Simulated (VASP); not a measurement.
Output of a VASP run:

**OSZICAR**
```
       N       E                     dE             d eps       ncg     rms          rms(c)
DAV:   1     0.410199244519E+02    0.41020E+02   -0.43944E+03  2360   0.972E+02
DAV:   2    -0.975938235709E+01   -0.50779E+02   -0.48802E+02  2344   0.209E+02
DAV:   3    -0.103178669313E+02   -0.55848E+00   -0.55752E+00  3288   0.290E+01
DAV:   4    -0.103213580668E+02   -0.34911E-02   -0.34907E-02  2872   0.168E+00
DAV:   5    -0.103213949610E+02   -0.36894E-04   -0.36895E-04  3584   0.114E-01    0.191E+01
DAV:   6    -0.984427383831E+01    0.47712E+00   -0.87474E-01  2728   0.132E+01    0.811E+00
DAV:   7    -0.973836355974E+01    0.10591E+00   -0.32655E-01  3040   0.745E+00    0.156E+00
DAV:   8    -0.973234415418E+01    0.60194E-02   -0.21064E-03  2600   0.746E-01    0.653E-01
DAV:   9    -0.973076362734E+01    0.15805E-02   -0.13293E-03  3024   0.632E-01    0.314E-02
DAV:  10    -0.973076567287E+01   -0.20455E-05   -0.62297E-06  3152   0.309E-02    0.677E-03
DAV:  11    -0.973076631777E+01   -0.64490E-06   -0.30356E-07  3176   0.462E-03    0.691E-04
DAV:  12    -0.973076627786E+01    0.39907E-07   -0.61735E-09  1528   0.839E-04
   1 F= -.72590398E+01 E0= -.72589280E+01  d E =-.725904E+01
```

File OUTCAR:
```
------------------------ aborting loop because EDIFF is reached ----------------------------------------
  FORCE on cell =-STRESS in cart. coord.  units (eV):
  Direction    XX          YY          ZZ          XY          YZ          ZX
  --------------------------------------------------------------------------------------
  Total        2.4713163      2.4713163      2.4713163      0.0000000      0.0000000      0.0000000
  in kB      299.9502185    299.9502185    299.9502185      0.0000000      0.0000000      0.0000000
  external PRESSURE =      -0.0497815 kB  Pullay stress =     300.0000000 kB
  volume of cell :       13.20
      direct lattice vectors                 reciprocal lattice vectors
     0.000000000  1.875800202  1.875800202    -0.266552909  0.266552909  0.266552909
     1.875800202  0.000000000  1.875800202     0.266552909 -0.266552909  0.266552909
     1.875800202  1.875800202  0.000000000     0.266552909  0.266552909 -0.266552909
 POSITION                                       TOTAL-FORCE (eV/Angst)
 -----------------------------------------------------------------------------------
      0.00000      0.00000      0.00000        -0.000000      0.000000     -0.000000
 -----------------------------------------------------------------------------------
    total drift:                                0.000000      0.000000      0.000000
  FREE ENERGIE OF THE ION-ELECTRON SYSTEM (eV)
  ---------------------------------------------------
  free  energy   TOTEN  =        -9.7307662779 eV

  energy  without entropy=       -9.7304308214  energy(sigma->0) =       -9.73065446
  enthalpy is  TOTEN    =        -7.2590398388 eV   P V=        2.4717264390

 reached required accuracy - stopping structural energy minimisation
```
(Selected blocks of OUTCAR.)

### POSCAR
```
Ir
1
    0.0000000000     1.8758002023     1.8758002023
    1.8758002023     0.0000000000     1.8758002023
    1.8758002023     1.8758002023    -0.0000000000
Ir
1
Direct
  0.0000000000   0.0000000000   0.0000000000
```

Question: Reconstruct the remaining input files.

Answer: Several could match; the one computed here: the input of the run itself, PBEsol GGA, plane waves, VASP's PBE PAW potentials (set 64).

File KPOINTS:
```
Automatic mesh
0
gamma
16 16 16
0 0 0
```

**INCAR**
```
! general
SYSTEM  = Ir
PREC    = Accurate
ENCUT   = 480
LREAL   = F
LASPH   = T

! electronic loop
EDIFF   = 1E-7
NELM    = 100
ALGO    = Normal
LMAXMIX = 6

! smearing
ISMEAR  = 1
SIGMA   = 0.1

! functional
GGA     = PS

! ions
IBRION  = 2
NSW     = 40
ISIF    = 3
EDIFFG  = -0.01
PSTRESS = 300

! output
LWAVE   = F
LCHARG  = F
```

POTCAR, in this order: Ir (PBE.64 set). Program: vasp_std.

The compound is Ir in the fcc structure. It was relaxed first under an external pressure of 30 GPa.
